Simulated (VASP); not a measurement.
A run of VASP 6.6.1 is set up as follows.

File INCAR:

```
SYSTEM = Ti
PREC = Accurate
ENCUT = 600
EDIFF = 1E-7
ISMEAR = 1
SIGMA = 0.1
LREAL = .FALSE.
LASPH = .TRUE.
NELM = 80
ALGO = Normal
ISIF = 4
LWAVE = .FALSE.
LCHARG = .FALSE.
GGA = CA
IBRION = 2
NSW = 40
EDIFFG = -0.01
```

The input KPOINTS:

```
Automatic mesh
0
G
  15 15 8
  0 0 0
```

The input POSCAR:

```
Ti                                      
1.0
    2.9208867699      0.0000000000      0.0000000000
   -1.4604433849      2.5295621443      0.0000000000
    0.0000000000      0.0000000000      4.6112390354
  Ti            
     2
Direct
     0.3333333332999970    0.6666666667000030    0.2500000000000000
     0.6666666667000030    0.3333333332999970    0.7500000000000000
```

Potentials or basis: VASP PAW LDA potentials, release 64 (Ti_sv).

Run with:

```bash
$ cat potpaw_LDA.64/Ti_sv/POTCAR > POTCAR
$ mpirun -np 1 vasp_std > vasp.out
```

Task: Estimate the band gap on the k mesh.

Result: None (metal or under the smearing width).

Task: Estimate the energy gained by relaxing.

Result: 0.0 meV/atom.

Final structure:
```
CELL_PARAMETERS angstrom
2.92343 0.00000 0.00000
-1.46171 2.53176 0.00000
0.00000 0.00000 4.60322
ATOMIC_POSITIONS crystal
Ti 0.33333 0.66667 0.25000
Ti 0.66667 0.33333 0.75000
```
